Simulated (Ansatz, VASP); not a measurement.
## Cross-check of Ca2TeS between VASP and Ansatz

One calculation is typed for both programs; each brings its own data sets and cutoff. How far apart do they land? The cell is invented: As first built, before any earlier steps moved the atoms (in the runner's words): it takes the CdS structure with some of its atoms replaced by other elements, volume scaled by an estimate. It may not be a known or stable phase. The cell is taken from a series of VASP runs on this material, whose earlier steps may have relaxed, scaled or displaced it; both programs get it as it stands.

Calculated with Ansatz 0.2.0; plane waves, with VASP 6.6.1 beside it; relaxation of cell and atoms at PBE.

## Step 1: The structure

Symmetry: R3m, No. 160, trigonal system. Conventional cell: a = 4.692 Å, b = 4.692 Å, c = 23.521 Å, α = 90.00°, β = 90.00°, γ = 120.00°. Te has 4 Ca at 3.01 to 3.06 Å nearest. Ca has 3 S at 2.81 Å and 1 Te at 3.06 Å nearest. Nearest to Ca lie 1 S at 2.73 Å and 3 Te at 3.01 Å. S has 4 Ca at 2.73 to 2.81 Å nearest. As first built, before any earlier steps moved the atoms (in the runner's words): sites of the CdS structure (space group 216) filled with other elements, volume scaled by an estimate. Farther neighbours and most contacts between anions are not listed.

As a file:

```
Te Ca S
1.0
     2.34617    1.35456    7.84025
    -2.34617    1.35456    7.84025
     0.00000   -2.70912    7.84025
Te Ca S
1 2 1
Direct
  0.62156 0.62156 0.62156
  0.49161 0.49161 0.49161
  0.01041 0.01041 0.01041
  0.12642 0.12642 0.12642
```

## Step 2: VASP: relaxation of cell and atoms, PBE

The relaxed volume is the usual yardstick between codes: its relative difference is about their pressure difference at one cell divided by the bulk modulus.

Lines of VASP's logs that name or quote its potential files are left out, and so is its time.

INCAR reads:

```
SYSTEM = Ca2TeS
PREC = Accurate
ENCUT = 400
EDIFF = 1E-06
NELM = 100
ISMEAR = 0
SIGMA = 0.05
LREAL = .FALSE.
ALGO = Normal
GGA = PE
NBANDS = 22
LORBIT = 11
LWAVE = .FALSE.
LCHARG = .FALSE.
KPAR = 2
IBRION = 2
NSW = 60
ISIF = 3
EDIFFG = -0.01
```

POSCAR reads:

```
Ca2TeS
1.0
    2.3461659476      1.3545594816      7.8402481989
   -2.3461659476      1.3545594816      7.8402481989
    0.0000000000     -2.7091189631      7.8402481989
Te Ca S
1 2 1
Direct
    0.6215580762      0.6215580762      0.6215580762
    0.4916064041      0.4916064041      0.4916064041
    0.0104143928      0.0104143928      0.0104143928
    0.1264211269      0.1264211269      0.1264211269
```

KPOINTS reads:

```
Automatic mesh
0
Gamma
5 5 5
0 0 0
```

PAW data sets: Te, Ca_sv and S (PBE family, release 64).

The run is started by

```
> mpirun -np 2 vasp_std
```

Numbers of over 12 decimals in the logs are rounded to 6 here.

Log:

```text
[banner, memory and clock lines left out]
running    2 mpi-ranks, on    1 nodes
 distrk:  each k-point on    1 cores,    2 groups
 distr:  one band on    1 cores,    1 groups

 POSCAR found type information on POSCAR TeCaS
 POSCAR found :  3 types and       4 ions
 LDA part: xc-table for (Slater+PW92), standard interpolation
 POSCAR, INCAR and KPOINTS ok, starting setup
 FFT: planning ... GRIDC
 FFT: planning ... GRID_SOFT
 FFT: planning ... GRID
 WAVECAR not read
 entering main loop
       N       E                     dE             d eps       ncg     rms          rms(c)
DAV:   1     0.216370417954E+03    0.21637E+03   -0.12443E+04   868   0.104E+03
DAV:   2    -0.304001818769E+01   -0.21941E+03   -0.21193E+03  1038   0.296E+02
DAV:   3    -0.177321129286E+02   -0.14692E+02   -0.14631E+02  1392   0.627E+01
DAV:   4    -0.184702085553E+02   -0.73810E+00   -0.73649E+00  1298   0.126E+01
DAV:   5    -0.184942626803E+02   -0.24054E-01   -0.24052E-01  1192   0.186E+00    0.659E+00
DAV:   6    -0.176062872744E+02    0.88798E+00   -0.20796E+00  1058   0.483E+00    0.456E+00
DAV:   7    -0.175350118897E+02    0.71275E-01   -0.59004E-01  1216   0.312E+00    0.239E+00
DAV:   8    -0.175554049050E+02   -0.20393E-01   -0.11034E-01  1096   0.192E+00    0.490E-01
DAV:   9    -0.175561789739E+02   -0.77407E-03   -0.11768E-02  1072   0.560E-01    0.318E-01
DAV:  10    -0.175598255539E+02   -0.36466E-02   -0.69665E-03  1106   0.363E-01    0.134E-01
DAV:  11    -0.175606907881E+02   -0.86523E-03   -0.18955E-03   960   0.192E-01    0.614E-02
DAV:  12    -0.175608263476E+02   -0.13556E-03   -0.22896E-04  1064   0.781E-02    0.356E-02
DAV:  13    -0.175608617957E+02   -0.35448E-04   -0.10588E-04   976   0.544E-02    0.117E-02
DAV:  14    -0.175608658999E+02   -0.41042E-05   -0.12503E-05  1168   0.170E-02    0.494E-03
DAV:  15    -0.175608673007E+02   -0.14008E-05   -0.41148E-06   822   0.101E-02    0.167E-03
DAV:  16    -0.175608674906E+02   -0.18982E-06   -0.35027E-07   760   0.328E-03
   1 F= -.17560867E+02 E0= -.17560867E+02  d E =-.175609E+02
[...]
2 F= -.17561142E+02 E0= -.17561142E+02  d E =-.274309E-03
[...]
3 F= -.17561248E+02 E0= -.17561248E+02  d E =-.380274E-03
[...]
4 F= -.17561436E+02 E0= -.17561436E+02  d E =-.188042E-03
[...]
5 F= -.17561493E+02 E0= -.17561493E+02  d E =-.245230E-03
[...]
6 F= -.17561540E+02 E0= -.17561540E+02  d E =-.465912E-04
 trial-energy change:   -0.000047  1 .order   -0.000046   -0.000067   -0.000025
 step:   2.3778(harm=  2.3778)  dis= 0.00271  next Energy=   -17.561547 (dE=-0.540E-04)
 bond charge predicted
       N       E                     dE             d eps       ncg     rms          rms(c)
DAV:   1    -0.175615653401E+02   -0.25438E-04   -0.48987E-03   836   0.549E-01    0.422E-02
DAV:   2    -0.175615510072E+02    0.14333E-04   -0.25215E-04  1112   0.124E-01    0.215E-02
DAV:   3    -0.175615411069E+02    0.99003E-05   -0.22509E-05  1032   0.363E-02    0.859E-03
DAV:   4    -0.175615406327E+02    0.47422E-06   -0.12317E-05  1392   0.146E-02    0.493E-03
DAV:   5    -0.175615403150E+02    0.31769E-06   -0.40005E-07   580   0.519E-03
   7 F= -.17561540E+02 E0= -.17561540E+02  d E =-.473197E-04
 curvature:  -1.62 expect dE=-0.420E-04 dE for cont linesearch -0.795E-06
 trial: gam= 0.63108 g(F)=  0.608E-05 g(S)=  0.198E-04 ort =-0.551E-05 (trialstep = 0.165E+01)
 search vector abs. value=  0.436E-04
 reached required accuracy - stopping structural energy minimisation
```

OUTCAR, selected parts (step 2):

```text
ion  position               nearest neighbor table
   1  0.622  0.622  0.622-   3 3.01   3 3.01   3 3.01   2 3.06
   2  0.492  0.492  0.492-   4 2.81   4 2.81   4 2.81   1 3.06
   3  0.010  0.010  0.010-   4 2.73   1 3.01   1 3.01   1 3.01
   4  0.126  0.126  0.126-   3 2.73   2 2.81   2 2.81   2 2.81

  LATTYP: Found a trigonal (rhomboedric) cell.
 ALAT       =     8.2951080682
 COS(alpha) =     0.8400061264

 Subroutine GETGRP returns: Found  6 space group operations
 (whereof  6 operations were pure point group operations)

The static configuration has the point symmetry C_3v.

 Found     19 irreducible k-points:

   k-points           NKPTS =     19   k-points in BZ     NKDIM =     19   number of bands    NBANDS=     22

   dimension x,y,z NGX =    54 NGY =   54 NGZ =   54
   dimension x,y,z NGXF=   108 NGYF=  108 NGZF=  108

   ENCUT  =  400.0 eV  29.40 Ry    5.42 a.u.  13.53 13.53 13.53*2*pi/ulx,y,z

   NELECT =      32.0000    total number of electrons

 k-points in reciprocal lattice and weights: Automatic mesh
   0.00000000  0.00000000  0.00000000       0.008
   0.20000000  0.00000000  0.00000000       0.048
   0.40000000  0.00000000  0.00000000       0.048
   0.20000000  0.20000000  0.00000000       0.048
   0.40000000  0.20000000  0.00000000       0.096
  -0.40000000  0.20000000 -0.00000000       0.096
  -0.20000000  0.20000000  0.00000000       0.048
   0.40000000  0.40000000  0.00000000       0.048
  -0.40000000  0.40000000  0.00000000       0.048
[...]
0.40000000  0.40000000  0.40000000       0.016
  -0.40000000  0.40000000  0.40000000       0.048

 average (electrostatic) potential at core
       1 -91.0717       2 -48.0566       3 -47.5666       4 -88.6309

 E-fermi :   1.3927

 k-point     1 :       0.0000    0.0000    0.0000
  band No.  band energies     occupation
    ...
     12      -0.2448      2.00000
     13      -0.2448      2.00000
     14       0.2170      2.00000
     15       1.0531      2.00000
     16       1.0531      2.00000
     17       3.4293      0.00000
     18       5.2716      0.00000
     19       5.4989      0.00000
     20       5.4989      0.00000
     21       5.5810      0.00000
    ...

 k-point     2 :       0.2000    0.0000    0.0000
  band No.  band energies     occupation
    ...
     12      -0.5490      2.00000
     13      -0.2171      2.00000
     14       0.2409      2.00000
     15       0.4349      2.00000
     16       0.9993      2.00000
     17       4.0580      0.00000
     18       4.8757      0.00000
     19       5.0749      0.00000
     20       5.3646      0.00000
     21       5.5655      0.00000
    ...

 k-point     3 :       0.4000    0.0000    0.0000
  band No.  band energies     occupation
    ...
     12      -0.3973      2.00000
     13      -0.2958      2.00000
     14      -0.1739      2.00000
     15       0.2664      2.00000
     16       0.9095      2.00000
     17       4.0544      0.00000
     18       4.5015      0.00000
     19       5.0584      0.00000
     20       5.4637      0.00000
     21       5.6030      0.00000
    ...

  Total       -0.0250339     -0.0250339      0.0197571      0.0000000      0.0000000      0.0000000
  in kB       -0.2676038     -0.2676038      0.2111972      0.0000000      0.0000000      0.0000000
  external PRESSURE =      -0.1080034 kB  Pullay stress =       0.0000000 kB

  energy-cutoff  :      400.00
  volume of cell :      149.88
      direct lattice vectors                 reciprocal lattice vectors
     2.344148407  1.353394654  7.873815027     0.213297076  0.123147129  0.042334413
    -2.344148407  1.353394654  7.873815027    -0.213297076  0.123147129  0.042334413
     0.000000000 -2.706789308  7.873815027     0.000000000 -0.246294259  0.042334413

 POSITION                                       TOTAL-FORCE (eV/Angst)
 -----------------------------------------------------------------------------------
      0.00000      0.00000     14.68626        -0.000000     -0.000000     -0.005333
      0.00000      0.00000     11.62142        -0.000000     -0.000000     -0.000121
      0.00000      0.00000      0.24610        -0.000000     -0.000000     -0.003704
      0.00000      0.00000      2.97303         0.000000      0.000000      0.009159
 -----------------------------------------------------------------------------------
    total drift:                                0.000000      0.000000     -0.000554

  FREE ENERGIE OF THE ION-ELECTRON SYSTEM (eV)
  ---------------------------------------------------
  free  energy   TOTEN  =       -17.5615403150 eV

  energy  without entropy=      -17.5615403150  energy(sigma->0) =      -17.56154031

 reached required accuracy - stopping structural energy minimisation

 total charge
# of ion       s       p       d       tot
------------------------------------------
    1        1.338   2.173   0.004   3.514
    2        2.037   5.843   0.212   8.091
    3        2.047   5.850   0.248   8.144
    4        1.315   2.444   0.000   3.759
--------------------------------------------------
tot          6.736  16.309   0.463  23.508

[... 3 further parts left out ...]
```

CONTCAR:

```
Ca2TeS
   1.00000000000000
     2.3441484067817613    1.3533946540201256    7.8738150273319469
    -2.3441484067817613    1.3533946540201256    7.8738150273319469
     0.0000000000000000   -2.7067893079399097    7.8738150273318723
  Te              Ca              S
     1     2     1
Direct
     0.6217341323060138    0.6217341323060138    0.6217341323060138
     0.4919858784058074    0.4919858784058074    0.4919858784058074
     0.0104183776080439    0.0104183776080439    0.0104183776080439
     0.1258616116801349    0.1258616116801349    0.1258616116801349
```

The run keeps the 6 symmetry operations of its start, so it cannot find a distortion of lower symmetry.

(Continued in part 2 of 2.)

[Lines on the potential files, build, host, timing and source positions are cut from VASP's logs without a mark.]

[Logs are printed without paths, hosts, clocks, repeated set-up lines and the standing remarks that a program may print on its own settings, such as how far it seeks lower states.]

[Hosts, paths, dates, database ids (printed as entryN), source tags and the programs' standing remarks are cut or masked in the printed files.]
